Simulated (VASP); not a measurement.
Crystal: InAs.

```
CELL_PARAMETERS angstrom
0.00000 3.01800 3.01800
3.01800 0.00000 3.01800
3.01800 3.01800 0.00000
ATOMIC_POSITIONS crystal
In 0.00000 0.00000 0.00000
As 0.25000 0.25000 0.25000
```

The cell was built by a generator and needn't be a form met in nature.

| Quantity | Value |
| --- | --- |
| Program | VASP 6.6.1 |
| Task | relaxation of cell and atoms |
| Functional | PBEsol |
| Potentials or basis | VASP PAW PBE potentials, release 64 (In_d, As) |
| Cutoff | 600 eV |
| k mesh | 10 × 10 × 10 |
| Occupations | gaussian, width 0.03 eV |
| Spin | no spin polarisation |

At the start: pressure 1.6 GPa; volume 27.49 Å³/atom.

Q: How do energy, volume and symmetry change on relaxing?

A: Over 3 steps the energy falls by 3.7 meV/atom and the volume is 28.25 Å³/atom (+2.8 %); space group F-43m (No. 216, to 0.05 Å).

The path:
| step | energy change (eV) | largest force (eV/Å) | pressure (GPa) | volume (Å³) |
| --- | --- | --- | --- | --- |
| 1 | 0.0000 | 0.0000 | 1.62 | 54.98 |
| 2 | -0.0059 | 0.0000 | -0.70 | 57.21 |
| 3 | -0.0075 | 0.0000 | 0.01 | 56.49 |

Final structure:
```
In As
1.0
     0.00000    3.04545    3.04545
     3.04545    0.00000    3.04545
     3.04545    3.04545    0.00000
In As
1 1
Direct
  0.00000 0.00000 0.00000
  0.25000 0.25000 0.25000
```

Caveat: the PAW data sets were made with another functional, which shifts forces and pressure a little.
